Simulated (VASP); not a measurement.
Crystal: LuSb.

```
Lu Sb
1.0
     0.00000    3.03933    3.03933
     3.03933    0.00000    3.03933
     3.03933    3.03933    0.00000
Lu Sb
1 1
Cartesian
  0.0000 0.0000 0.0000
  3.0393 3.0393 3.0393
```

The cell is a database's computed one.

```yaml
Program: VASP 6.6.1
Task: relaxation of cell and atoms
Functional: PBEsol
Potentials_or_basis: VASP PAW PBE potentials, release 64 (Lu, Sb)
Cutoff: 600 eV
k_mesh: 10 × 10 × 10
Occupations: methfessel-paxton, width 0.1 eV
Spin: no spin polarisation
```

At the start: pressure -2.3 GPa; volume 28.08 Å³/atom.

**Question.** How do energy, volume and symmetry change on relaxing?

**Answer.** Over 6 steps the energy falls by 8.1 meV/atom and the volume is 27.05 Å³/atom (-3.7 %); space group Fm-3m (No. 225, to 0.05 Å).

Step by step:
```csv
step,energy change (eV),largest force (eV/Å),pressure (GPa),volume (Å³)
1,0.0000,0.0000,-2.31,56.15
2,-0.0110,0.0000,1.53,52.93
3,-0.0162,0.0000,0.13,54.03
4,-0.0162,0.0000,-0.08,54.14
5,-0.0162,0.0000,-0.08,54.10
6,-0.0162,0.0000,-0.02,54.10
```

Final structure:
```
Lu Sb
1.0
     0.00000    3.00185    3.00185
     3.00185    0.00000    3.00185
     3.00185    3.00185    0.00000
Lu Sb
1 1
Cartesian
  6.0037 3.0019 3.0019
  3.0019 3.0019 3.0019
```

Caveat: the PAW data sets were made with another functional, which shifts forces and pressure a little.
